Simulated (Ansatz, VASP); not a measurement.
Two plane-wave programs on Tl3Te2

INCAR

```
  PREC = Accurate
  ENCUT = 600
  EDIFF = 1E-6
  ISMEAR = 0
  SIGMA = 0.1
  LREAL = F
  LASPH = T
  NELM = 100
  ALGO = Fast
  ISIF = 3
  LWAVE = F
  LCHARG = F
  GGA = PE
  IBRION = 2
  NSW = 100
  EDIFFG = -0.01
```

File KPOINTS:

```
Automatic mesh
0
Gamma
  6 6 6
```

File POSCAR:

```
Tl3Te2
1.0
    6.0273764593      0.0000000000      0.0000000000
    0.0000000000      6.0273764593      0.0000000000
    0.0000000000      0.0000000000      6.0273764593
Tl Te
3 2
Direct
    0.5000000000      0.0000000000      0.0000000000
    0.0000000000      0.5000000000      0.0000000000
    0.0000000000      0.0000000000      0.5000000000
    0.5000000000      0.5000000000      0.5000000000
    0.0000000000      0.0000000000      0.0000000000
```

Input for Ansatz:

```yaml
crystal:
  lattice:
    - [6.0273764593, 0.0, 0.0]
    - [0.0, 6.0273764593, 0.0]
    - [0.0, 0.0, 6.0273764593]
  atoms:
    - { symbol: Tl, position: [0.5, 0.0, 0.0] }
    - { symbol: Tl, position: [0.0, 0.5, 0.0] }
    - { symbol: Tl, position: [0.0, 0.0, 0.5] }
    - { symbol: Te, position: [0.5, 0.5, 0.5] }
    - { symbol: Te, position: [0.0, 0.0, 0.0] }
basis:
  ecutwfc: 420
kpoints:
  mp_grid: { grid: [6, 6, 6] }
hamiltonian:
  xc: pbe
scf:
  occupations: { method: gaussian, width: 0.1 }
output:
  forces: true
  stress: true
  eigenvalues: true
  write_density: true
  write_potential: true
  elf: true
  volumetric_format: npy
relax:
  adjacent_minimum: "off"
  f_tol: 0.01
  max_steps: 80
  cell: { stress_tol: 0.05 }
```

Alike in both runs: task relaxation of cell and atoms; functional PBE; k mesh 6 × 6 × 6; occupations gaussian, width 0.1 eV; no spin polarisation.

|  | VASP | Ansatz |
| --- | --- | --- |
| version | VASP 6.6.1 | Ansatz 0.2.0 |
| potentials or method | VASP PAW PBE potentials, release 64 (Tl_d, Te) | scalar-relativistic, plane waves, PAW |
| plane-wave cutoff (eV) | 600 | 420 |
| valence electrons in the cell | 51 | 71 |

VASP gave:

| Item | Value |
| --- | --- |
| gap on the k mesh at the Fermi level, each at its own relaxed structure (eV) | none |
| relaxed volume (Å³/atom) | 44.59 |
| relaxed cell length with the largest relative difference (Å) | 6.064 |

Estimate Ansatz's values.

gap on the k mesh at the Fermi level, each at its own relaxed structure (eV): none; relaxed volume (Å³/atom): 44.57; relaxed cell length with the largest relative difference (Å): 6.063.

A gap of «none» marks a metal or a gap that the smearing closes. The two sets of potentials don't hold the same shells in valence.

The runs have no spin-orbit coupling, so splittings on Te, Tl are missing.
